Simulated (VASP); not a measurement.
An input for Quantum ESPRESSO's pw.x (written as the equivalent of a VASP run, and not itself run):

```
&CONTROL
  calculation = 'scf'
  pseudo_dir = './pseudo'
  outdir = './out'
  tprnfor = .true.
  tstress = .true.
/
&SYSTEM
  ibrav = 0
  nat = 8
  ntyp = 2
  ecutwfc = 84
  occupations = 'tetrahedra'
  input_dft = 'pbesol'
/
&ELECTRONS
  conv_thr = 7.3e-09
  electron_maxstep = 100
/
ATOMIC_SPECIES
  W 183.840 W.upf
  O 15.999 O.upf
CELL_PARAMETERS angstrom
     5.3357224    0.0000000    0.0000000
     0.0000000    5.3357224    0.0000000
    -0.0000000    0.0000000    3.9181598
ATOMIC_POSITIONS crystal
  W    0.5000000  0.0000000  0.9400121
  W    0.0000000  0.5000000  0.0599879
  O    0.5000000  0.0000000  0.4878821
  O    0.0000000  0.5000000  0.5121179
  O    0.2500000  0.2500000  1.0000000
  O    0.2500000  0.7500000  0.0000000
  O    0.7500000  0.7500000  1.0000000
  O    0.7500000  0.2500000  1.0000000
K_POINTS automatic
  5 5 6 0 0 0
```

Problem. Translate this input to VASP (INCAR, KPOINTS, POSCAR, choice of POTCAR).

Solution. One answer among several that fit: 
### INCAR
```
# general
SYSTEM   =  WO3
PREC     =  Accurate
ENCUT    =  520
LREAL    =  F
LASPH    =  T

# electronic loop
EDIFF    =  1E-7
NELM     =  100
ALGO     =  Normal
LMAXMIX  =  6

# smearing
ISMEAR   =  -5

# functional
GGA      =  PS

# ions
ISIF     =  2

# output
LWAVE    =  F
LCHARG   =  T
LORBIT   =  11
NEDOS    =  601

# other
LEFG     =  T
```

POSCAR:
```
WO3
1
    5.3357223900     0.0000000000     0.0000000000
    0.0000000000     5.3357223900     0.0000000000
   -0.0000000000     0.0000000000     3.9181597945
W O
2 6
Direct
  0.5000000000   0.0000000000   0.9400120923
  0.0000000000   0.5000000000   0.0599879077
  0.5000000000   0.0000000000   0.4878820528
  0.0000000000   0.5000000000   0.5121179472
  0.2500000000   0.2500000000   1.0000000000
  0.2500000000   0.7500000000   0.0000000000
  0.7500000000   0.7500000000   1.0000000000
  0.7500000000   0.2500000000   1.0000000000
```

KPOINTS:
```
Automatic mesh
0
Gamma
5 5 6
0 0 0
```

POTCAR, in this order: W_sv O (PBE.64 set). Program: vasp_std.

The two are equivalent in intent, not identical: the potentials are each code's own (VASP's PAW set, PseudoDojo norm-conserving files in pw.x), so ENCUT and ecutwfc are chosen apart and not converted; conv_thr bounds pw.x's estimated SCF error, while EDIFF bounds the energy change between steps; the field gradients of LEFG aren't asked of the other code.

The structure comes from a computed database's WO3 entry (P4/nmm); how it stands against other phases isn't given here. It was relaxed first.
